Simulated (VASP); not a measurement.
# Native point defects of MoS2, part 2 of 7

Which native defect is cheapest in MoS2, and how does that change with the growth condition? The start is a cell from a database of measured crystal structures.

VASP 6.6.1, plane waves and PAW; the level of theory is named at each step.

So far. Step 2 (Relaxing the host crystal): The run ended after 8 ionic steps, 0.007 eV below its first step, once forces and stress met EDIFFG = -0.02. The relaxed cell has a = 3.143, c = 18.602 Å (conventional setting).

### Step 3. The host's dielectric tensor, for the charge correction

Level of this step: PBEsol, no spin polarisation; plane waves and PAW (Mo, S) (VASP).

Charged cells interact with their images through the host's screening, so the correction needs its dielectric constant.

Input file INCAR:

```
SYSTEM = MoS2
PREC = Accurate
ENCUT = 300
EDIFF = 1E-08
NELM = 120
ISMEAR = 0
SIGMA = 0.05
LREAL = .FALSE.
ALGO = Normal
GGA = PS
NBANDS = 15
LASPH = .TRUE.
LWAVE = .FALSE.
LCHARG = .FALSE.
KPAR = 8
LEPSILON = .TRUE.
IBRION = 8
NSW = 1
```

Input file POSCAR:

```
MoS2
1.0
    1.5715714626      0.9073472070      6.2006967419
   -1.5715714626      0.9073472070      6.2006967419
    0.0000000000     -1.8146944139      6.2006967419
Mo S
1 2
Direct
    0.0000797177      0.0000797177      0.0000797177
    0.4173506280      0.4173506280      0.4173506280
    0.2495696543      0.2495696543      0.2495696543
```

Input file KPOINTS:

```
Automatic mesh
0
Gamma
8 8 8
0 0 0
```

The projector-augmented-wave data sets are Mo and S (PBE family, release 64).

Started as:

```sh
$ mpirun -np 8 vasp_std
```

Output:

```text
[banner, memory and clock lines left out]
running    8 mpi-ranks, on    1 nodes
 distrk:  each k-point on    1 cores,    8 groups
 distr:  one band on    1 cores,    1 groups

 POSCAR found type information on POSCAR MoS
 POSCAR found :  2 types and       3 ions
 [... a notice as in an earlier step ...]

 [... a notice as in an earlier step ...]

 LDA part: xc-table for (Slater+PW92), standard interpolation
 POSCAR, INCAR and KPOINTS ok, starting setup
 FFT: planning ... GRIDC
 FFT: planning ... GRID_SOFT
 FFT: planning ... GRID
 WAVECAR not read
 entering main loop
       N       E                     dE             d eps       ncg     rms          rms(c)
DAV:   1     0.417571771381E+02    0.41757E+02   -0.59058E+03  2174   0.659E+02
DAV:   2    -0.223182629568E+02   -0.64075E+02   -0.59656E+02  2609   0.161E+02
DAV:   3    -0.248630765772E+02   -0.25448E+01   -0.25341E+01  2419   0.342E+01
DAV:   4    -0.248892777126E+02   -0.26201E-01   -0.26193E-01  2706   0.376E+00
DAV:   5    -0.248897717989E+02   -0.49409E-03   -0.49406E-03  2552   0.496E-01    0.280E+01
DAV:   6    -0.237623687594E+02    0.11274E+01   -0.41222E+00  2363   0.153E+01    0.946E+00
DAV:   7    -0.235472399516E+02    0.21513E+00   -0.18236E+00  2239   0.118E+01    0.762E+00
DAV:   8    -0.233944634187E+02    0.15278E+00   -0.25704E-01  2412   0.436E+00    0.156E+00
DAV:   9    -0.233946147967E+02   -0.15138E-03   -0.34689E-02  2524   0.134E+00    0.500E-01
DAV:  10    -0.233935139756E+02    0.11008E-02   -0.58677E-03  2475   0.554E-01    0.807E-02
DAV:  11    -0.233934515030E+02    0.62473E-04   -0.57620E-04  2594   0.207E-01    0.264E-02
DAV:  12    -0.233934555674E+02   -0.40644E-05   -0.35944E-05  2524   0.421E-02    0.196E-02
DAV:  13    -0.233934661698E+02   -0.10602E-04   -0.12891E-05  2489   0.233E-02    0.101E-02
DAV:  14    -0.233934658368E+02    0.33305E-06   -0.81484E-07  2692   0.656E-03    0.375E-03
DAV:  15    -0.233934659237E+02   -0.86951E-07   -0.28816E-07  2461   0.345E-03    0.231E-03
DAV:  16    -0.233934658721E+02    0.51602E-07   -0.57946E-08  2748   0.157E-03    0.141E-03
DAV:  17    -0.233934658684E+02    0.36862E-08   -0.85818E-09  1864   0.624E-04
   1 F= -.23393466E+02 E0= -.23393466E+02  d E =-.360287E-13
 Linear response reoptimize wavefunctions to high precision
DAV:   1    -0.233934658724E+02   -0.39903E-08   -0.44172E-09  2601   0.400E-04
DAV:   2    -0.233934658724E+02   -0.30241E-10   -0.31186E-10  1367   0.114E-04
 Linear response G [H, r] |phi>, progress :
  Direction:   1
       N       E                     dE             d eps       ncg     rms
RMM:   1    -0.992108647364E+02   -0.99211E+02   -0.16310E+02  5040   0.714E+01
RMM:   2    -0.782509429499E+02    0.20960E+02   -0.70506E+00  3167   0.185E+01
RMM:   3    -0.783032735865E+02   -0.52331E-01   -0.10871E-01  3232   0.200E+00
RMM:   4    -0.783053349039E+02   -0.20613E-02   -0.12963E-03  3290   0.320E-01
RMM:   5    -0.783054749967E+02   -0.14009E-03    0.15189E-04  3333   0.543E-02
RMM:   6    -0.783054960666E+02   -0.21070E-04    0.54525E-05  3316   0.106E-02
RMM:   7    -0.783055006786E+02   -0.46120E-05    0.13675E-05  3363   0.202E-03
RMM:   8    -0.783055017503E+02   -0.10717E-05    0.11211E-05  3210   0.458E-04
RMM:   9    -0.783055018337E+02   -0.83394E-07    0.10835E-05  2588   0.160E-04
RMM:  10    -0.783055019245E+02   -0.90816E-07   -0.12586E-05  1897   0.107E-04
RMM:  11    -0.783055019212E+02    0.32808E-08   -0.74326E-06  1771   0.103E-04
RMM:  12    -0.783055019195E+02    0.16886E-08    0.40651E-06  1440   0.103E-04
RMM:  13    -0.783055019213E+02   -0.17319E-08    0.21716E-06  1187   0.102E-04
 Linear response G [H, r] |phi>, progress :
  Direction:   2
       N       E                     dE             d eps       ncg     rms
RMM:   1    -0.962920988674E+02   -0.96292E+02   -0.13188E+02  5027   0.715E+01
RMM:   2    -0.764519369486E+02    0.19840E+02   -0.71173E+00  3202   0.185E+01
RMM:   3    -0.765068175586E+02   -0.54881E-01   -0.14149E-01  3269   0.203E+00
RMM:   4    -0.765066120492E+02    0.20551E-03   -0.88947E-03  3325   0.323E-01
RMM:   5    -0.765061684457E+02    0.44360E-03   -0.15896E-03  3374   0.556E-02
RMM:   6    -0.765060549778E+02    0.11347E-03   -0.33307E-04  3357   0.109E-02
RMM:   7    -0.765060296680E+02    0.25310E-04   -0.70889E-05  3367   0.213E-03
RMM:   8    -0.765060232948E+02    0.63731E-05    0.52672E-05  3281   0.491E-04
RMM:   9    -0.765060222680E+02    0.10269E-05    0.10185E-04  2649   0.174E-04
RMM:  10    -0.765060220268E+02    0.24116E-06   -0.74532E-06  1942   0.116E-04
RMM:  11    -0.765060220401E+02   -0.13259E-07   -0.12998E-05  1781   0.110E-04
RMM:  12    -0.765060220489E+02   -0.88874E-08   -0.13984E-05  1481   0.110E-04
RMM:  13    -0.765060220542E+02   -0.52625E-08   -0.36581E-06  1292   0.110E-04
 Linear response G [H, r] |phi>, progress :
  Direction:   3
       N       E                     dE             d eps       ncg     rms
RMM:   1    -0.938412824580E+02   -0.93841E+02   -0.78910E+01  4927   0.728E+01
RMM:   2    -0.780742967531E+02    0.15767E+02   -0.65485E+00  3277   0.176E+01
RMM:   3    -0.781372303073E+02   -0.62934E-01   -0.11240E-01  3279   0.200E+00
RMM:   4    -0.781392935486E+02   -0.20632E-02   -0.28422E-03  3323   0.328E-01
RMM:   5    -0.781393490297E+02   -0.55481E-04   -0.81743E-05  3377   0.571E-02
RMM:   6    -0.781393535099E+02   -0.44802E-05    0.53135E-06  3361   0.114E-02
RMM:   7    -0.781393536971E+02   -0.18724E-06    0.89547E-06  3371   0.222E-03
RMM:   8    -0.781393537044E+02   -0.73157E-08    0.10379E-05  3211   0.514E-04
RMM:   9    -0.781393537563E+02   -0.51840E-07    0.74018E-06  2540   0.183E-04
RMM:  10    -0.781393538028E+02   -0.46554E-07    0.11266E-05  1949   0.127E-04
RMM:  11    -0.781393538096E+02   -0.67819E-08    0.11137E-05  1673   0.121E-04
RMM:  12    -0.781393537143E+02    0.95326E-07    0.16629E-05  1393   0.121E-04
RMM:  13    -0.781393539291E+02   -0.21478E-06    0.42377E-06  1235   0.120E-04
 Linear response to external field (no local field effect), progress :
  Direction:   1
       N       E                     dE             d eps       ncg     rms          rms(c)
RMM:   1    -0.214114962678E+01   -0.21411E+01   -0.13191E+01  4044   0.648E+00
RMM:   2    -0.220675992222E+01   -0.65610E-01   -0.65711E-02  3194   0.118E+00
RMM:   3    -0.220838013489E+01   -0.16202E-02   -0.14263E-03  3266   0.160E-01
RMM:   4    -0.220841564288E+01   -0.35508E-04   -0.56106E-05  3308   0.285E-02
RMM:   5    -0.220841671416E+01   -0.10713E-05   -0.25530E-06  3344   0.521E-03
RMM:   6    -0.220841674489E+01   -0.30723E-07   -0.23177E-07  3037   0.104E-03
RMM:   7    -0.220841673950E+01    0.53845E-08   -0.36706E-08  2455   0.216E-04
[...]
Linear response progress:
  Degree of freedom:   1/  6
       N       E                     dE             d eps       ncg     rms          rms(c)
RMM:   1    -0.124746335238E+00   -0.12475E+00   -0.95348E-02 13895   0.176E+00
RMM:   2    -0.119912510982E+00    0.48338E-02   -0.27532E-03 11927   0.326E-01    0.201E-01
RMM:   3    -0.119207494181E+00    0.70502E-03   -0.31905E-04 12540   0.104E-01    0.119E-01
RMM:   4    -0.118947777314E+00    0.25972E-03   -0.44182E-04 12395   0.127E-01    0.128E-02
RMM:   5    -0.118980219708E+00   -0.32442E-04   -0.30766E-06 13356   0.128E-02    0.248E-03
RMM:   6    -0.118983736445E+00   -0.35167E-05   -0.11507E-07 13263   0.212E-03    0.663E-04
RMM:   7    -0.118982856734E+00    0.87971E-06    0.22782E-07 13440   0.496E-04    0.302E-04
RMM:   8    -0.118981590462E+00    0.12663E-05   -0.79288E-07 13429   0.334E-04    0.556E-05
RMM:   9    -0.118981327524E+00    0.26294E-06    0.15278E-07 14232   0.696E-05    0.211E-05
RMM:  10    -0.118981300174E+00    0.27350E-07   -0.17723E-08 13499   0.277E-05    0.360E-06
RMM:  11    -0.118981292794E+00    0.73798E-08   -0.24671E-08 14140   0.878E-06    0.131E-06
 first order change of Fermi-energy   0.38309E-04
 force on displaced ion       1 direction 1 : -21.250  -0.014  -0.001
 Born effective charge ion    1 direction 1 :  -1.158   0.000   0.000
 Linear response progress:
  Degree of freedom:   2/  6
       N       E                     dE             d eps       ncg     rms          rms(c)
RMM:   1    -0.159587106796E+00   -0.15959E+00   -0.14817E-01  4116   0.197E+00
RMM:   2    -0.143068896062E+00    0.16518E-01   -0.54776E-03  3027   0.502E-01    0.187E-01
RMM:   3    -0.142141498869E+00    0.92740E-03   -0.69834E-04  3188   0.145E-01    0.111E-01
RMM:   4    -0.141951137607E+00    0.19036E-03   -0.21559E-04  3155   0.858E-02    0.565E-02
RMM:   5    -0.142022827138E+00   -0.71690E-04   -0.87893E-05  3163   0.558E-02    0.137E-02
RMM:   6    -0.142061837824E+00   -0.39011E-04   -0.25792E-06  3344   0.102E-02    0.256E-03
RMM:   7    -0.142064518719E+00   -0.26809E-05   -0.19277E-07  3343   0.179E-03    0.146E-03
RMM:   8    -0.142064623161E+00   -0.10444E-06    0.11153E-08  3361   0.605E-04    0.678E-04
RMM:   9    -0.142065641961E+00   -0.10188E-05    0.12505E-08  3346   0.378E-04    0.128E-04
RMM:  10    -0.142065863853E+00   -0.22189E-06   -0.45150E-09  3453   0.111E-04    0.264E-05
RMM:  11    -0.142065832633E+00    0.31220E-07   -0.61069E-08  3433   0.345E-05    0.102E-05
RMM:  12    -0.142065831560E+00    0.10733E-08   -0.26526E-08  3431   0.158E-05    0.237E-06
 first order change of Fermi-energy   0.25317E-01
 force on displaced ion       1 direction 3 :   0.000  -0.000 -31.301
 Born effective charge ion    1 direction 3 :   0.000  -0.000  -0.682
 Linear response progress:
  Degree of freedom:   3/  6
       N       E                     dE             d eps       ncg     rms          rms(c)
RMM:   1    -0.930339371142E-01   -0.93034E-01    0.30671E-03 17936   0.204E+00
RMM:   2    -0.917811899564E-01    0.12527E-02   -0.16228E-03 12109   0.297E-01    0.126E-01
RMM:   3    -0.919616173301E-01   -0.18043E-03   -0.69110E-05 12784   0.480E-02    0.736E-02
RMM:   4    -0.922130160157E-01   -0.25140E-03   -0.57070E-05 12797   0.379E-02    0.117E-02
RMM:   5    -0.921414287533E-01    0.71587E-04   -0.20685E-06 13068   0.925E-03    0.354E-03
RMM:   6    -0.921356967291E-01    0.57320E-05    0.23384E-07 13652   0.146E-03    0.220E-03
RMM:   7    -0.921450969652E-01   -0.94002E-05    0.12681E-07 12659   0.115E-03    0.410E-04
RMM:   8    -0.921434116446E-01    0.16853E-05    0.10772E-06 13692   0.227E-04    0.247E-04
RMM:   9    -0.921428446818E-01    0.56696E-06    0.25826E-07 13294   0.567E-05    0.183E-04
RMM:  10    -0.921422507513E-01    0.59393E-06   -0.48940E-08 13106   0.559E-05    0.122E-05
RMM:  11    -0.921422517158E-01   -0.96451E-09    0.12562E-08 14319   0.113E-05    0.245E-06
 first order change of Fermi-energy   0.11034E-03
 force on displaced ion       2 direction 1 : -10.234  -0.002   0.000
 Born effective charge ion    2 direction 1 :   0.576   0.003   0.000
 Linear response progress:
  Degree of freedom:   4/  6
       N       E                     dE             d eps       ncg     rms          rms(c)
RMM:   1    -0.137031010791E+00   -0.13703E+00    0.19399E-02  4338   0.213E+00
RMM:   2    -0.133555200673E+00    0.34758E-02   -0.23069E-03  3077   0.341E-01    0.367E-01
RMM:   3    -0.133435983240E+00    0.11922E-03   -0.35974E-04  3267   0.105E-01    0.288E-01
RMM:   4    -0.133482742111E+00   -0.46759E-04   -0.18610E-04  3243   0.632E-02    0.113E-01
RMM:   5    -0.133526494131E+00   -0.43752E-04   -0.60659E-05  3234   0.438E-02    0.116E-02
RMM:   6    -0.133521606619E+00    0.48875E-05   -0.14577E-06  3329   0.818E-03    0.421E-03
RMM:   7    -0.133517645086E+00    0.39615E-05   -0.35407E-07  3311   0.331E-03    0.154E-03
RMM:   8    -0.133518155821E+00   -0.51074E-06   -0.28056E-08  3358   0.579E-04    0.717E-04
RMM:   9    -0.133518677855E+00   -0.52203E-06    0.43136E-10  3376   0.247E-04    0.859E-05
RMM:  10    -0.133518625880E+00    0.51975E-07   -0.12672E-08  3350   0.814E-05    0.264E-05
RMM:  11    -0.133518622966E+00    0.29139E-08   -0.25175E-08  3447   0.242E-05    0.181E-05
 first order change of Fermi-energy  -0.21866E+00
 force on displaced ion       2 direction 3 :   0.000  -0.000 -17.779
 Born effective charge ion    2 direction 3 :   0.000   0.000   0.309
 Linear response progress:
  Degree of freedom:   5/  6
       N       E                     dE             d eps       ncg     rms          rms(c)
RMM:   1    -0.930965290343E-01   -0.93097E-01    0.26034E-03 17896   0.204E+00
RMM:   2    -0.917820391152E-01    0.13145E-02   -0.16022E-03 12129   0.298E-01    0.126E-01
RMM:   3    -0.919718409624E-01   -0.18980E-03   -0.61866E-05 12824   0.486E-02    0.738E-02
RMM:   4    -0.922270363538E-01   -0.25520E-03   -0.52067E-05 12788   0.382E-02    0.117E-02
RMM:   5    -0.921531221866E-01    0.73914E-04   -0.33150E-06 13031   0.948E-03    0.353E-03
RMM:   6    -0.921479911444E-01    0.51310E-05   -0.67388E-08 13667   0.145E-03    0.223E-03
RMM:   7    -0.921577772116E-01   -0.97861E-05   -0.43124E-08 12657   0.119E-03    0.407E-04
RMM:   8    -0.921558390313E-01    0.19382E-05    0.12042E-06 13681   0.238E-04    0.246E-04
RMM:   9    -0.921552729786E-01    0.56605E-06    0.27797E-07 13334   0.576E-05    0.168E-04
RMM:  10    -0.921547177941E-01    0.55518E-06   -0.15309E-08 13163   0.523E-05    0.940E-06
RMM:  11    -0.921547196158E-01   -0.18217E-08    0.31169E-08 14329   0.109E-05    0.248E-06
 first order change of Fermi-energy   0.66538E-04
 force on displaced ion       3 direction 1 : -10.262  -0.001  -0.000
 Born effective charge ion    3 direction 1 :   0.589   0.003  -0.000
 Linear response progress:
  Degree of freedom:   6/  6
       N       E                     dE             d eps       ncg     rms          rms(c)
RMM:   1    -0.137102659529E+00   -0.13710E+00    0.19318E-02  4333   0.213E+00
RMM:   2    -0.133578478722E+00    0.35242E-02   -0.23406E-03  3066   0.343E-01    0.368E-01
RMM:   3    -0.133459901322E+00    0.11858E-03   -0.36052E-04  3244   0.106E-01    0.289E-01
RMM:   4    -0.133505929689E+00   -0.46028E-04   -0.18418E-04  3243   0.631E-02    0.114E-01
RMM:   5    -0.133550894947E+00   -0.44965E-04   -0.62340E-05  3244   0.437E-02    0.117E-02
RMM:   6    -0.133546191539E+00    0.47034E-05   -0.17944E-06  3330   0.813E-03    0.426E-03
RMM:   7    -0.133542228518E+00    0.39630E-05   -0.41005E-07  3306   0.334E-03    0.153E-03
RMM:   8    -0.133542789736E+00   -0.56122E-06   -0.42558E-09  3356   0.620E-04    0.651E-04
RMM:   9    -0.133543271386E+00   -0.48165E-06    0.57685E-09  3378   0.234E-04    0.855E-05
RMM:  10    -0.133543227960E+00    0.43426E-07    0.52655E-08  3326   0.878E-05    0.318E-05
RMM:  11    -0.133543230227E+00   -0.22665E-08    0.12837E-08  3469   0.221E-05    0.191E-05
 first order change of Fermi-energy   0.19436E+00
 force on displaced ion       3 direction 3 :   0.000  -0.000 -17.958
 Born effective charge ion    3 direction 3 :   0.000   0.000   0.388
 Born effective charges drift removed
 Linear response finished
```

It took 9.8 min on 8 MPI ranks of AMD EPYC 7R43, shared host; peak memory 3.6 GiB; 78 min of CPU time.

(Continued in part 3 of 7.)

[Lines on the potential files, build, host, timing and source positions are cut from VASP's logs without a mark.]

[Logs are printed without paths, hosts, clocks, repeated set-up lines and the standing remarks that a program may print on its own settings, such as how far it seeks lower states.]

[Hosts, paths, dates, database ids (printed as entryN), source tags and the programs' standing remarks are cut or masked in the printed files.]

[In band tables of VASP the shares of atoms and orbitals are scaled to a sum of 1 inside the atoms' spheres.]

[Runs that stopped without an error message from VASP are left out.]
